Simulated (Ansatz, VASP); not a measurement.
# LiCaF3 in two plane-wave programs, part 2 of 2

One calculation is typed for both programs; each brings its own data sets. How far apart do they land? The cell is taken from a series of runs on this material, whose earlier steps may have relaxed, scaled, displaced or heated it; both programs get it as it stands.

VASP 6.6.1 and Ansatz 0.2.0.

So far: Starting point; VASP: dielectric response, r2SCAN.

## (3) Ansatz: dielectric response, r2SCAN

Level of this step: Ansatz beside VASP: Kohn-Sham DFT, plane waves, r2SCAN (Ansatz).

Ansatz runs on its default PAW (the set named soft_2) files.

The same cell, functional and mesh now go to Ansatz, which takes its cutoff from its data sets.

Input file input.yaml:

```yaml
crystal:
  lattice:
    - [3.761244, 0.0, 0.0]
    - [0.0, 3.761244, 0.0]
    - [0.0, 0.0, 3.761244]
  atoms:
    - { symbol: Ca, position: [0.0, 0.0, 0.0] }
    - { symbol: F, position: [0.5, 0.0, 0.5] }
    - { symbol: F, position: [0.5, 0.5, 0.0] }
    - { symbol: F, position: [0.0, 0.5, 0.5] }
    - { symbol: Li, position: [0.5, 0.5, 0.5] }
kpoints:
  mp_grid: { grid: [6, 6, 6] }
scf:
  occupations: { method: fixed }
hamiltonian:
  xc: r2scan
  pseudopotentials: { kind: paw }
dielectric: {}
```

Run with:

```sh
> ansatz run input.yaml --threads 2 --pin off --max-ram 5120MiB --backend cpu --events-out ev --progress --plain --runs-dir out
```

Numbers of over 12 decimals in the logs are rounded to 6 here.

The log of the run:

```text
Engine: ansatz 0.2.0, aarch64-unknown-linux-gnu
Pseudopotentials: kind: paw
Pseudopotential: Ca, paw, valence charge 10, recommended cutoff 500 eV (meta_gga), Ca.paw.azcp
Pseudopotential: F, paw, valence charge 7, recommended cutoff 500 eV (meta_gga), F.paw.azcp
Pseudopotential: Li, paw, valence charge 3, recommended cutoff 500 eV (meta_gga), Li.paw.azcp
Functional definition: r2SCAN
  parameter k0 = 0.174
  parameter k1 = 0.065
  parameter a1 = 4.9479
  exchange = r2scan_x(k0 = k0, k1 = k1, a1 = a1)
  correlation = r2scan_c
Crystal: 5 atoms, lattice volume = 53.210 Å³
Basis set: ecut = 500 eV, 1357 PW (Γ), exchange–correlation on 120×120×120 points (64 copies of the dense FFT grid, shifted against one another)
Bands: 22, of which v1, the nominal top of the filled ones, is band 17 counted from 1 (16 counted from 0)
Symmetry: 48 space group operations
k-points: 40 of 216 (irreducible under 8 space group operations, time reversal used)
Non-local potential: Ca, projectors of the file, l = 0: 3, l = 1: 2, l = 2: 2
Non-local potential: F, projectors of the file, l = 0: 2, l = 1: 2, l = 2: 1
Non-local potential: Li, projectors of the file, l = 0: 3, l = 1: 2, l = 2: 1
PAW form: soft (Blöchl's): semilocal exchange-correlation on the pseudo side does not see the compensation charge
PAW frozen core: Ca, regenerated for the run's functional (the file was generated under x = pbe(κ = 0.804, μ = 0.219515), c = pbe(β = 0.066725))
PAW frozen core: F, regenerated for the run's functional (the file was generated under x = pbe(κ = 0.804, μ = 0.219515), c = pbe(β = 0.066725))
PAW one-centre angular grid: Ca, 302 points (default); XC on 160 Gauss nodes
PAW one-centre angular grid: F, 302 points (default); XC on 160 Gauss nodes
PAW one-centre angular grid: Li, 302 points (default); XC on 327 of its mesh's 2665 points in the sphere
Initial density: superposition of atomic densities (neutral atoms: chi_scale 0, normalization atom), corrected by the library's trained network
Initial wavefunctions: pseudopotential atomic-orbital guess
Functional: x = r2scan, c = r2scan; τ floored in thin density (d = 2e-4 eV/Å³)
SCF iter   1: F=—  HF=-4465.514486 eV  |F-HF|=—  |Δ(HF+E_count)|=         —  Δρ=9.33e-3  dr2=4.46e-2  dr2_τ=1.01e-1  ethr=1.77e-3  ⟨swp⟩=4.8  Hψ=4156  notcnv=0  defer=104
preconditioner: auto → Resta (q_TF=auto, 2.532 Å⁻¹)  ε∞=3.4  [insulator: Δε(μ)=7.588 eV  Ē_g=18.082 eV  n_scr=18 (ndim 8)  ℏωp=27.9 eV  f_vac=0.005  ε∞_Penn≈3.4]
SCF iter   2: F=—  HF=-4465.621979 eV  |F-HF|=—  |Δ(HF+E_count)|=   1.07e-1  Δρ=4.22e-3  dr2=5.97e-3  dr2_τ=8.91e-4  ethr=1.31e-4  ⟨swp⟩=2.1  Hψ=1905  notcnv=0  defer=107
SCF iter   3: F=—  HF=-4465.620573 eV  |F-HF|=—  |Δ(HF+E_count)|=   1.41e-3  Δρ=1.40e-3  dr2=8.61e-4  dr2_τ=8.67e-5  ethr=1.76e-5  ⟨swp⟩=3.0  Hψ=1484  notcnv=0  defer=119
SCF iter   4: F=—  HF=-4465.620343 eV  |F-HF|=—  |Δ(HF+E_count)|=   2.30e-4  Δρ=3.41e-4  dr2=3.14e-5  dr2_τ=6.36e-6  ethr=2.53e-6  ⟨swp⟩=2.3  Hψ=1459  notcnv=0  defer=116
SCF iter   5: F=—  HF=-4465.620351 eV  |F-HF|=—  |Δ(HF+E_count)|=   8.31e-6  Δρ=4.25e-5  dr2=6.61e-7  dr2_τ=1.20e-7  ethr=9.23e-8  ⟨swp⟩=2.2  Hψ=1527  notcnv=0  defer=96
SCF iter   6: F=—  HF=-4465.620355 eV  |F-HF|=—  |Δ(HF+E_count)|=   3.88e-6  Δρ=8.41e-6  dr2=3.57e-8  dr2_τ=2.48e-9  ethr=1.95e-9  ⟨swp⟩=2.0  Hψ=1504  notcnv=0  defer=54
SCF iter   7: F=—  HF=-4465.620355 eV  |F-HF|=—  |Δ(HF+E_count)|=   1.00e-8  Δρ=6.92e-7  dr2=2.24e-10  dr2_τ=2.10e-11  ethr=1.05e-10  ⟨swp⟩=2.0  Hψ=1326  notcnv=0  defer=54
SCF iter   8: F=-4465.620355 eV  HF=-4465.620355 eV  |F-HF|=4.55e-12  |Δ(HF+E_count)|=  9.00e-11  Δρ=3.04e-7  dr2=3.93e-11  dr2_τ=3.96e-12  ethr=1.00e-12  ⟨swp⟩=7.6  Hψ=3600  notcnv=0
SCF 1 converged in 8 iterations: F = -4465.620355 eV  dr2 = 3.93e-11
  greatest PAW one-centre occupation: 1.000 electrons in one spin orbital (limit 2), on the Li atom at site 4 (counted from 0), in its partial waves of l = 0
DFPT response loops at Γ: preconditioner auto → none (the input reference at scf.mixing.eps_inf says where Resta's filter doesn't serve); β = 0.50; Broyden in place of MSR1
SCF converged after 8 iterations
Free energy (F): -4465.620355 eV
Harris-Foulkes:  -4465.620355 eV  (|F-HF|=4.55e-12)
Internal energy: -4465.620355 eV  (E = F + TS)
E sigma→0 (E₀):  -4465.620355 eV
Fermi energy:    3.421792 eV
--- Per-component energies (eV) ---
  E_band       = -308.586182
  E_kinetic    = 926.879848
  E_local      = -2236.376104  (includes V_loc(G=0)·N_el)
  E_nonlocal   = 247.742338
  E_hartree    = 780.952700
  E_xc         = -388.105905
  E_vxc        = -562.087671  (∫ρ·V_xc dr)
  E_paw        = -1494.613161  (= ΣΔE_a)
  E_vpaw       = -285.291321  (= ΣTr[D̂ρ^β])
  E_aug_tail   = 0.002789  (compensation charges beyond the density's cutoff)
  E_vtau       = 38.638738  (kinetic-family band-sum trace: ∫τ·v_τ [+ j·A + Jᵃ·Aᵃ] dr)
  E_ewald      = -2301.788020
  E_core_change = -0.314840  (= ΣΔE_core)
  E_smearing   = -0.000000  (= −TS)
  E_closure    = -0.000000  (closes the sum)
  Σ components = -4465.620355   (vs F -4465.620355, Δ=0.00e0)
--- Band table (eV; the first three rows and the last of 40) ---
  k-point 0: bands = [... 13 lower, 2.5865, 3.3051, 3.3051, 3.3051, 10.6563, 10.6563, 11.2208, 12.3349, ... 1 higher]
  k-point 1: bands = [... 13 lower, 2.5037, 3.0640, 3.2290, 3.2290, 10.9247, 10.9441, 11.7740, 12.3697, ... 1 higher]
  k-point 2: bands = [... 13 lower, 2.3270, 2.5546, 3.0767, 3.0767, 11.4540, 11.5455, 12.4409, 12.8852, ... 1 higher]
  k-point 39: bands = [... 13 lower, 3.2784, 3.4218, 3.4218, 3.4218, 11.7310, 11.7310, 11.7310, 13.1018, ... 1 higher]
--- Dielectric response (ions clamped): 1 representative field direction + reference, on 40 of 216 k-points (Σ response iterations 8) ---
  k mesh reduced under 8 symmetry operations, with k and −k counted as one. Each operation leaves every solved perturbation unchanged. A smaller set is not considered because the run solves the response to a homogeneous field
  ε∞ (high-frequency dielectric tensor):
        2.295124    -0.000000    -0.000000
        0.000000     2.295124     0.000000
        0.000000     0.000000     2.295124
  Born effective charges Z* (e; rows j = field, columns β = displacement):
    site 0:
         2.48015   -0.00000   -0.00000
        -0.00000    2.48015    0.00000
         0.00000    0.00000    2.48015
    site 1:
        -1.19665   -0.00000    0.00000
         0.00000   -1.07054    0.00000
        -0.00000    0.00000   -1.19665
    site 2:
        -1.19665   -0.00000    0.00000
         0.00000   -1.19665    0.00000
        -0.00000    0.00000   -1.07054
    site 3:
        -1.07054   -0.00000    0.00000
         0.00000   -1.19665    0.00000
        -0.00000    0.00000   -1.19665
    site 4:
         0.98370    0.00000   -0.00000
        -0.00000    0.98370    0.00000
         0.00000    0.00000    0.98370
  Z* charge neutrality: 1.177e-3 e pre-enforcement
  k-mesh period / interband length: 22.6 Å / 0.81 Å = 27.95 at k = (0.0000, 0.0000, 0.0000), direct gap 7.351 eV — 14 or more, which is no proof of convergence
```

## (4) Comparison

Known differences besides the potentials themselves: VASP keeps PBE cores, Ansatz makes them for the functional; fixed occupations in Ansatz, narrow Gaussian smearing in VASP; the cutoff is 500 eV in Ansatz and 720 eV in VASP; VASP takes ε∞ from a finite field, Ansatz from linear response; in our runs with r2SCAN, forces from VASP's data set Ca_sv part from Ansatz's all-electron ones, so neither program is the reference here. Total energies have different zeros and are not compared.

The two programs side by side:

| quantity | Ansatz | VASP | difference |
| --- | --- | --- | --- |
| ε∞ xx | 2.30 | 2.28 | +0.72 % |
| ε∞ yy | 2.30 | 2.28 | +0.72 % |
| ε∞ zz | 2.30 | 2.28 | +0.72 % |

## (5) Results

```json
{"difference in ε∞ xx (dielectric response, r2SCAN)": "0.72 %"}
```

What this shows: The difference in ε∞ xx is 0.72 % (dielectric response, r2SCAN), within the 5 % picked in this series as the mark of a large difference. How closely two codes agree says nothing of how well the functional describes the real material.

[Lines on the potential files, build, host, timing and source positions are cut from VASP's logs without a mark.]

[Logs are printed without paths, hosts, clocks, repeated set-up lines and the standing remarks that a program may print on its own settings, such as how far it seeks lower states.]

[Hosts, paths, dates, database ids (printed as entryN), source tags and the programs' standing remarks are cut or masked in the printed files.]
